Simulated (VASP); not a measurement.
An input for Quantum ESPRESSO's pw.x (written as the equivalent of a VASP run, and not itself run):

```
&CONTROL
  calculation = 'scf'
  pseudo_dir = './pseudo'
  outdir = './out'
  tprnfor = .true.
  tstress = .true.
/
&SYSTEM
  ibrav = 0
  nat = 1
  ntyp = 1
  ecutwfc = 74
  occupations = 'smearing'
  smearing = 'methfessel-paxton'
  degauss = 0.00735
  input_dft = 'vdw-df-obk8'
/
&ELECTRONS
  conv_thr = 7.3e-09
  electron_maxstep = 100
/
ATOMIC_SPECIES
  Li 6.940 Li.upf
CELL_PARAMETERS angstrom
    -1.7434089    1.7434089    1.7434089
     1.7434089   -1.7434089    1.7434089
     1.7434089    1.7434089   -1.7434089
ATOMIC_POSITIONS crystal
  Li   0.0000000  0.0000000  0.0000000
K_POINTS automatic
  15 15 15 0 0 0
```

Question: Translate this input to VASP (INCAR, KPOINTS, POSCAR, choice of POTCAR).

Answer: Several could match; the one computed here: 
### KPOINTS
```
Automatic
0
gamma
15 15 15
```

**INCAR**
```
! general
SYSTEM   = Li
PREC     = Accurate
ENCUT    = 520
LREAL    = .FALSE.
LASPH    = .TRUE.

! electronic loop
EDIFF    = 1E-7
NELM     = 100
ALGO     = Normal

! smearing
ISMEAR   = 1
SIGMA    = 0.1

! functional
GGA      = BO
LUSE_VDW = .TRUE.
AGGAC    = 0.0
PARAM1   = 0.1833333333
PARAM2   = 0.22

! ions
ISIF     = 2

! output
LWAVE    = .FALSE.
LCHARG   = .FALSE.
```

**POSCAR**
```
Li
1
   -1.7434089242     1.7434089242     1.7434089242
    1.7434089242    -1.7434089242     1.7434089242
    1.7434089242     1.7434089242    -1.7434089242
Li
1
Direct
  0.0000000000   0.0000000000   0.0000000000
```

POTCAR, in this order: Li_sv (PBE.64 set). Program: vasp_std.

What does not carry over: the potentials are each code's own (VASP's PAW set, PseudoDojo norm-conserving files in pw.x), so ENCUT and ecutwfc are chosen apart and not converted; conv_thr bounds pw.x's estimated SCF error, while EDIFF bounds the energy change between steps.

The compound is Li in the bcc structure. This cell is one point of a volume scan, at 1.06 of the reference volume.
